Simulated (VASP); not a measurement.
VASP ran on this input.

**INCAR**
```
LWAVE = .False.
NSW = 40   ! most ionic steps
ISPIN = 2   ! spin-polarised
SYSTEM = Cr
GGA = PE
LMAXMIX = 4   ! l cut-off of mixed one-centre charges
SIGMA = 0.1   ! width (eV)
MAGMOM = 1.0 -1.0
IBRION = 2   ! conjugate gradients
EDIFFG = -0.02   ! ionic stop
LCHARG = .False.
LORBIT = 10
ISMEAR = 1   ! Methfessel-Paxton
NELM = 100   ! most electronic steps
ENCUT = 500
PREC = Accurate
ISIF = 3   ! ions, shape and volume
ALGO = Normal
LREAL = .False.
LASPH = .True.   ! aspherical one-centre terms
EDIFF = 1E-6
```

KPOINTS:
```
kpoints
0
gamma
13 13 13
0 0 0
```

### POSCAR
```
Cr
1
    2.8573166595     0.0000000000     0.0000000000
    0.0000000000     2.8573166595     0.0000000000
    0.0000000000     0.0000000000     2.8573166595
Cr
2
Direct
  0.0000000000   0.0000000000   0.0000000000
  0.5000000000   0.5000000000   0.5000000000
```

POTCAR, in this order: Cr_pv (PBE.64 set). Program: vasp_std.

Question: Translate this PBE calculation to Quantum ESPRESSO's pw.x.

Answer: One equivalent input (not run):
```
&CONTROL
  calculation = 'vc-relax'
  pseudo_dir = './pseudo'
  outdir = './out'
  tprnfor = .true.
  tstress = .true.
  nstep = 40
  forc_conv_thr = 0.00078
/
&SYSTEM
  ibrav = 0
  nat = 2
  ntyp = 2
  ecutwfc = 94
  occupations = 'smearing'
  smearing = 'methfessel-paxton'
  degauss = 0.00735
  input_dft = 'pbe'
  nspin = 2
  starting_magnetization(1) = 0.1
  starting_magnetization(2) = -0.1
/
&ELECTRONS
  conv_thr = 7.3e-08
  electron_maxstep = 100
/
&IONS
/
&CELL
/
ATOMIC_SPECIES
  Cr1 51.996 Cr.upf
  Cr2 51.996 Cr.upf
CELL_PARAMETERS angstrom
     2.8573167    0.0000000    0.0000000
     0.0000000    2.8573167    0.0000000
     0.0000000    0.0000000    2.8573167
ATOMIC_POSITIONS crystal
  Cr1  0.0000000  0.0000000  0.0000000
  Cr2  0.5000000  0.5000000  0.5000000
K_POINTS automatic
  13 13 13 0 0 0
```
Limits of the translation: the potentials are each code's own (VASP's PAW set, PseudoDojo norm-conserving files in pw.x), so ENCUT and ecutwfc are chosen apart and not converted; conv_thr bounds pw.x's estimated SCF error, while EDIFF bounds the energy change between steps; starting_magnetization is a fraction of the valence charge and MAGMOM a moment in μB, so they match only roughly; forc_conv_thr acts on force components and is met together with etot_conv_thr.

The compound is Cr in the bcc, AFM order structure. This run relaxes it. Symmetry was kept, so distortions that lower it aren't found.
